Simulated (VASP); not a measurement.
Calculation: PBE GGA with D3 dispersion (zero damping), VASP's PBE PAW potentials (set 64) (plane waves; VASP 6.6.1).

Input for VASP

### INCAR
```
SYSTEM = Gd
PREC = Accurate; ENCUT = 520; LREAL = .FALSE.
LASPH = .TRUE.
EDIFF = 1E-6; NELM = 100; ALGO = Normal
LMAXMIX = 6
ISMEAR = 1; SIGMA = 0.1
GGA = PE; IVDW = 11
IBRION = 2; NSW = 60; ISIF = 3
EDIFFG = -0.01
LWAVE = .FALSE.; LCHARG = .FALSE.
```

### KPOINTS
```
kpoints
0
gamma
  11 11 6
```

### POSCAR
```
Gd
1.0
  1.7911648703  -3.1023883529   0.0000000000
  1.7911648703   3.1023883529   0.0000000000
  0.0000000000   0.0000000000   5.6116530009
Gd
2
direct
  0.3333330000   0.6666670000   0.2500000000
  0.6666670000   0.3333330000   0.7500000000
```

POTCAR, in this order: Gd_3 (PBE.64 set). Program: vasp_std.

Task: What will the output report for the number of irreducible k-points (NKPTS), largest plane-wave count, number of space-group operations, FFT grid (NGX, NGY, NGZ)?

Result: 
The number of irreducible k-points (NKPTS) comes out as 64 and the largest plane-wave count is 1706. The number of space-group operations is 24 and the FFT grid (NGX, NGY, NGZ) is 28 × 28 × 42.

The compound is Gd in the hcp structure. This run relaxes it. Symmetry was kept, so distortions that lower it aren't found. The start is the result of an earlier pass. The 4f electrons are frozen in the core of the lanthanide potential, so 4f levels, which can set the real gap, and their magnetism are missing.
